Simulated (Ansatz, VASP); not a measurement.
# Ga3P3H8 (GaP wire along [110], 6 atoms a period, H-terminated): VASP beside Ansatz, part 2 of 2

Aim: how closely do two programs agree when they are given the same cell, functional and k mesh? The cell is taken from a series of runs on this material, whose earlier steps may have relaxed, scaled, displaced or heated it; both programs get it as it stands.

VASP 6.6.1 and Ansatz 0.2.0.

So far, gap on the k-mesh: step 4 (comparison) 2.69.

## Step 6: VASP: single point, r2SCAN

Level of this step: r2SCAN; plane waves and PAW (P, H, Ga_d) (VASP).

The same cell, functional, mesh and smearing now go to VASP, with its own data sets.

Input file INCAR:

```
SYSTEM = Ga3P3H8
PREC = Accurate
ENCUT = 440
EDIFF = 1E-06
NELM = 120
ISMEAR = -1
SIGMA = 0.05
LREAL = .FALSE.
ALGO = Normal
METAGGA = R2SCAN
LASPH = .TRUE.
NBANDS = 45
LORBIT = 11
LWAVE = .FALSE.
LCHARG = .FALSE.
ISIF = 2
GGA_COMPAT = .FALSE.
EFERMI = MIDGAP
LMIXTAU = .TRUE.
KPAR = 4
```

Input file POSCAR:

```
Ga3P3H8
1.0
   12.6700000000      0.0000000000      0.0000000000
    0.0000000000     13.2760000000      0.0000000000
    0.0000000000      0.0000000000      3.9681941533
P H Ga
3 8 3
Direct
    0.4424939630      0.3477891710      0.0000000000
    0.6438605100      0.5000108300      0.5000000000
    0.4424939630      0.6522324890      0.0000000000
    0.5284701250      0.2787359250      0.0000000000
    0.3231245420      0.1953535480      0.5000000000
    0.2464937010      0.3910592610      0.5000000000
    0.3231245420      0.8046681120      0.5000000000
    0.2464937010      0.6089623990      0.5000000000
    0.7166915280      0.4186300570      0.5000000000
    0.7166915280      0.5813916030      0.5000000000
    0.5284701250      0.7212857350      0.0000000000
    0.5343911730      0.5000108300      0.0000000000
    0.3377785870      0.3122313110      0.5000000000
    0.3377785870      0.6877903490      0.5000000000
```

Input file KPOINTS:

```
Automatic mesh
0
Gamma
1 1 16
0 0 0
```

The projector-augmented-wave data sets are P, H and Ga_d (PBE family, release 64).

On the command line:

```sh
mpirun -np 4 vasp_std
```

Numbers of over 12 decimals in the logs are rounded to 6 here.

The program printed:

```text
[banner, memory and clock lines left out]
running    4 mpi-ranks, on    1 nodes
[...]
|                                                                             |
|               ----> ADVICE to this user running VASP <----                  |
|                                                                             |
|     You enforced a specific xc type in the INCAR file but a different       |
|     [... a line on the potential file left out ...]
|     I HOPE YOU KNOW WHAT YOU ARE DOING!                                     |
|                                                                             |

 LDA part: xc-table for (None), standard interpolation
 POSCAR, INCAR and KPOINTS ok, starting setup
[...]
entering main loop
       N       E                     dE             d eps       ncg     rms          rms(c)
DAV:   1     0.304903278102E+03    0.30490E+03   -0.23272E+04   930   0.103E+03
DAV:   2    -0.553455003187E+02   -0.36025E+03   -0.34663E+03  1060   0.249E+02
DAV:   3    -0.976523526787E+02   -0.42307E+02   -0.42043E+02   957   0.935E+01
DAV:   4    -0.997283751179E+02   -0.20760E+01   -0.20723E+01  1228   0.238E+01
[...]
DAV:  32    -0.895980118798E+02   -0.25770E-04   -0.24721E-05   809   0.298E-02    0.488E-03
DAV:  33    -0.895980080112E+02    0.38686E-05   -0.60671E-06   881   0.140E-02    0.105E-02
DAV:  34    -0.895980077381E+02    0.27317E-06   -0.33205E-06   720   0.116E-02
   1 F= -.89598008E+02 E0= -.89598008E+02  d E =-.400259E-13
```

Parts of OUTCAR (step 6):

```text
  Total       -2.6558770     -2.7630573     -2.3558200      0.0000000      0.0000000      0.0000000
  in kB       -6.3750231     -6.6322931     -5.6547826      0.0000000      0.0000000      0.0000000
  external PRESSURE =      -6.2206996 kB  Pullay stress =       0.0000000 kB

 POSITION                                       TOTAL-FORCE (eV/Angst)
 -----------------------------------------------------------------------------------
      5.60640      4.61725      0.00000         0.145243     -0.021684      0.000000
      8.15771      6.63814      1.98410         0.211962      0.000000      0.000000
      5.60640      8.65904      0.00000         0.145243      0.021684      0.000000
      6.69572      3.70050      0.00000        -0.188812      0.155816      0.000000
      4.09399      2.59351      1.98410         0.014298      0.193976      0.000000
      3.12308      5.19170      1.98410         0.143809     -0.143115      0.000000
      4.09399     10.68277      1.98410         0.014298     -0.193976      0.000000
      3.12308      8.08458      1.98410         0.143809      0.143115      0.000000
      9.08048      5.55773      1.98410        -0.201056      0.186167      0.000000
      9.08048      7.71855      1.98410        -0.201056     -0.186167      0.000000
      6.69572      9.57579      0.00000        -0.188812     -0.155816      0.000000
      6.77074      6.63814      0.00000        -0.092937      0.000000      0.000000
      4.27965      4.14518      1.98410         0.027006      0.004379      0.000000
      4.27965      9.13110      1.98410         0.027006     -0.004379      0.000000
 -----------------------------------------------------------------------------------
    total drift:                                0.009875      0.000001     -0.000013

  FREE ENERGIE OF THE ION-ELECTRON SYSTEM (eV)
  ---------------------------------------------------
  free  energy   TOTEN  =       -89.5980077381 eV

  energy  without entropy=      -89.5980077381  energy(sigma->0) =      -89.59800774

[... 3 further parts left out ...]
[key lines of the parts left out:]
E-fermi :  -2.5494
```

## Step 7: Differences

What differs besides the data sets and the points named for the pairs above, as far as they apply: VASP keeps PBE cores, Ansatz makes them for the functional; the cutoff is 500 eV in Ansatz and 440 eV in VASP. Total energies have different zeros and are not compared.

The two programs side by side:

```csv
quantity,Ansatz,VASP,difference
gap on the k mesh (eV),3.016,3.013,+0.002
```

A gap on the mesh is an upper bound, since the band edges may lie between its points.

## Step 8: Ansatz: single point, PBE, spin-orbit coupling

With cell and atoms fixed, the geometry can't cause a difference; cores, projectors, grids and the points listed under the comparison can.

The cell is taken from a series of runs on this material, whose earlier steps may have relaxed, scaled, displaced or heated it; both programs get it as it stands.

Input file input.yaml:

```yaml
crystal:
  lattice:
    - [12.67, 0.0, 0.0]
    - [0.0, 13.276, 0.0]
    - [0.0, 0.0, 3.9681941533]
  atoms:
    - { symbol: P, position: [0.442493963, 0.347789171, 0.0] }
    - { symbol: H, position: [0.528470125, 0.278735925, 0.0] }
    - { symbol: Ga, position: [0.534391173, 0.50001083, 0.0] }
    - { symbol: H, position: [0.323124542, 0.195353548, 0.5] }
    - { symbol: H, position: [0.246493701, 0.391059261, 0.5] }
    - { symbol: H, position: [0.323124542, 0.804668112, 0.5] }
    - { symbol: H, position: [0.246493701, 0.608962399, 0.5] }
    - { symbol: Ga, position: [0.337778587, 0.312231311, 0.5] }
    - { symbol: Ga, position: [0.337778587, 0.687790349, 0.5] }
    - { symbol: P, position: [0.64386051, 0.50001083, 0.5] }
    - { symbol: H, position: [0.716691528, 0.418630057, 0.5] }
    - { symbol: H, position: [0.716691528, 0.581391603, 0.5] }
    - { symbol: P, position: [0.442493963, 0.652232489, 0.0] }
    - { symbol: H, position: [0.528470125, 0.721285735, 0.0] }
kpoints:
  mp_grid: { grid: [1, 1, 13] }
  band_path: { path: ["Γ", Z], npoints: 90 }
scf:
  occupations: { method: fermi_dirac, width: 0.05 }
hamiltonian:
  xc: pbe
  pseudopotentials: { kind: paw_fr, azcp: { folder: soft_1 } }
magnetization:
  noncollinear: true
  spin_orbit: true
```

On the command line:

```sh
ansatz run input.yaml --threads 4 --pin off --max-ram 16384MiB --backend cpu --events-out ev --progress --plain --runs-dir out
```

The program printed:

```text
[...]
non-collinear run that drives no moment, with spin-orbit: no starting moment large enough to seed its density (crystal.atoms[].spin), no starting occupations that ask for one, no magnetisation constraint and no magnetic field, so the semilocal B_xc is pinned to zero
Crystal: 14 atoms, lattice volume = 667.478 Å³
Basis set: ecut = 420 eV, 13059 PW (Γ)
[...]
k-point 0: bands = [... 58 lower, -3.4341, -3.4341, -3.3603, -3.3603, -0.6758, -0.6758, 0.1137, 0.1137, ... 24 higher]
  k-point 1: bands = [... 58 lower, -3.6054, -3.5752, -3.5419, -3.5156, -0.3674, -0.3554, 0.2846, 0.2987, ... 24 higher]
  k-point 2: bands = [... 58 lower, -3.8150, -3.8114, -3.7733, -3.7689, 0.3428, 0.3519, 0.4636, 0.4733, ... 24 higher]
  k-point 6: bands = [... 58 lower, -4.4462, -4.4458, -4.3077, -4.3072, 0.1545, 0.1546, 0.5666, 0.5736, ... 24 higher]
[key lines of the parts left out:]
SCF converged after 10 iterations
Magnetization: |M| = 0.0000 μB,  M = (+0.0000, +0.0000, +0.0000) μB
Free energy (F): -13743.800771 eV
Fermi energy:    -2.011176 eV
```

## Step 9: VASP: single point, PBE, spin-orbit coupling

The same cell, functional, mesh and smearing now go to VASP, with its own data sets.

Input file INCAR:

```
SYSTEM = Ga3P3H8
PREC = Accurate
ENCUT = 400
EDIFF = 1E-06
NELM = 200
ISMEAR = -1
SIGMA = 0.05
LREAL = .FALSE.
ALGO = Normal
GGA = PE
LNONCOLLINEAR = .TRUE.
MAGMOM = 0 0 0 0 0 0 0 0 0 0 0 0 0 0 0 0 0 0 0 0 0 0 0 0 0 0 0 0 0 0 0 0 0 0 0 0 0 0 0 0 0 0
NBANDS = 90
GGA_COMPAT = .FALSE.
LASPH = .TRUE.
LSORBIT = .TRUE.
LORBIT = 11
LWAVE = .FALSE.
LCHARG = .FALSE.
ISIF = 2
EFERMI = MIDGAP
KPAR = 4
```

POSCAR is that of step 6.

Input file KPOINTS:

```
Automatic mesh
0
Gamma
1 1 13
0 0 0
```

On the command line:

```sh
mpirun -np 4 vasp_ncl
```

The program printed:

```text
[... set-up lines as in an earlier step ...]
 entering main loop
       N       E                     dE             d eps       ncg     rms          rms(c)
DAV:   1     0.362871987252E+03    0.36287E+03   -0.21689E+04  1500   0.959E+02
DAV:   2    -0.515371818502E+01   -0.36803E+03   -0.35260E+03  1736   0.248E+02
DAV:   3    -0.523306230930E+02   -0.47177E+02   -0.46861E+02  1470   0.968E+01
DAV:   4    -0.554195746718E+02   -0.30890E+01   -0.30813E+01  1880   0.276E+01
[...]
DAV:  24    -0.523638914221E+02   -0.16626E-05   -0.87160E-08  1152   0.113E-03    0.350E-04
DAV:  25    -0.523638930999E+02   -0.16778E-05   -0.21130E-07  1112   0.130E-03    0.560E-04
DAV:  26    -0.523638932797E+02   -0.17975E-06   -0.36152E-08  1160   0.879E-04
   1 F= -.52363893E+02 E0= -.52363893E+02  d E =-.115383E-11  mag=    -0.0000     0.0000     0.0000
```

OUTCAR, selected parts (step 9):

```text
  Total       -0.8665821     -0.6992887     -0.5843459      0.0000000      0.0000000      0.0000000
  in kB       -2.0800966     -1.6785346     -1.4026322      0.0000000      0.0000000      0.0000000
  external PRESSURE =      -1.7204211 kB  Pullay stress =       0.0000000 kB

 POSITION                                       TOTAL-FORCE (eV/Angst)
 -----------------------------------------------------------------------------------
      5.60640      4.61725      0.00000        -0.003041      0.007809      0.000000
      8.15771      6.63814      1.98410         0.034538      0.000000      0.000000
      5.60640      8.65904      0.00000        -0.003041     -0.007809      0.000000
      6.69572      3.70050      0.00000        -0.002600      0.003237      0.000000
      4.09399      2.59351      1.98410         0.005580      0.028854      0.000000
      3.12308      5.19170      1.98410         0.031277     -0.023793      0.000000
      4.09399     10.68277      1.98410         0.005580     -0.028854      0.000000
      3.12308      8.08458      1.98410         0.031277      0.023793      0.000000
      9.08048      5.55773      1.98410        -0.012616      0.006673      0.000000
      9.08048      7.71855      1.98410        -0.012616     -0.006673      0.000000
      6.69572      9.57579      0.00000        -0.002600     -0.003237      0.000000
      6.77074      6.63814      0.00000        -0.021187      0.000000      0.000000
      4.27965      4.14518      1.98410        -0.025276     -0.013913      0.000000
      4.27965      9.13110      1.98410        -0.025276      0.013913      0.000000
 -----------------------------------------------------------------------------------
[...]
7        0.000   0.000   0.000   0.000
    8        0.000   0.000   0.000   0.000
    9        0.000   0.000   0.000   0.000
   10        0.000   0.000   0.000   0.000
   11        0.000   0.000   0.000   0.000
   12        0.000   0.000   0.000   0.000
   13        0.000   0.000   0.000   0.000
   14        0.000   0.000   0.000   0.000
--------------------------------------------------
tot          0.000   0.000   0.000   0.000

 magnetization (y)
# of ion       s       p       d       tot
------------------------------------------
    1        0.000   0.000   0.000   0.000
    2        0.000   0.000   0.000   0.000
    3        0.000   0.000   0.000   0.000
    4        0.000   0.000   0.000   0.000
    5        0.000   0.000   0.000   0.000
    6        0.000   0.000   0.000   0.000
    7        0.000   0.000   0.000   0.000
    8        0.000   0.000   0.000   0.000
    9        0.000   0.000   0.000   0.000
   10        0.000   0.000   0.000   0.000
   11        0.000   0.000   0.000   0.000
   12        0.000   0.000   0.000   0.000
   13        0.000   0.000   0.000   0.000
   14        0.000   0.000   0.000   0.000
--------------------------------------------------
tot          0.000   0.000   0.000   0.000

 magnetization (z)
# of ion       s       p       d       tot
------------------------------------------
    1       -0.000  -0.000   0.000  -0.000
    2        0.000   0.000   0.000   0.000
    3        0.000   0.000   0.000   0.000
    4       -0.000   0.000   0.000   0.000
    5        0.000  -0.000   0.000   0.000
    6       -0.000  -0.000   0.000  -0.000
    7       -0.000   0.000   0.000  -0.000
    8        0.000   0.000   0.000   0.000
    9       -0.000  -0.000   0.000  -0.000
   10        0.000   0.000   0.000   0.000
   11        0.000  -0.000   0.000  -0.000
   12        0.000   0.000   0.000   0.000
   13        0.000  -0.000   0.000  -0.000
   14       -0.000   0.000  -0.000   0.000
--------------------------------------------------
tot         -0.000   0.000  -0.000  -0.000

[... 1 part as in an earlier step ...]

[... 2 further parts left out ...]
[key lines of the parts left out:]
E-fermi :  -2.4983
```

## Step 10: Comparison

What differs besides the data sets and the points named for the pairs above, as far as they apply: spin-orbit coupling enters by fully relativistic files in Ansatz and inside the spheres in VASP. Total energies have different zeros and are not compared.

Compared:

```csv
quantity,Ansatz,VASP,difference
gap on the k mesh (eV),2.685,2.680,+0.005
```

A gap on the mesh is an upper bound, since the band edges may lie between its points.

## Step 11: Results

| Item | Value |
| --- | --- |
| difference in gap on the k mesh (single point, PBE) | 0.0045 eV |
| difference in gap on the k mesh (single point, r2SCAN) | 0.0023 eV |
| difference in gap on the k mesh (single point, PBE, spin-orbit coupling) | 0.0045 eV |

In words: The difference in gap on the k mesh is 0.0045 eV (single point, PBE, spin-orbit coupling), within the 0.08 eV picked in this series as the mark of a large difference. How closely two codes agree says nothing of how well the functional describes the real material.

[Lines on the potential files, build, host, timing and source positions are cut from VASP's logs without a mark.]

[Logs are printed without paths, hosts, clocks, repeated set-up lines and the standing remarks that a program may print on its own settings, such as how far it seeks lower states.]

[Hosts, paths, dates, database ids (printed as entryN), source tags and the programs' standing remarks are cut or masked in the printed files.]
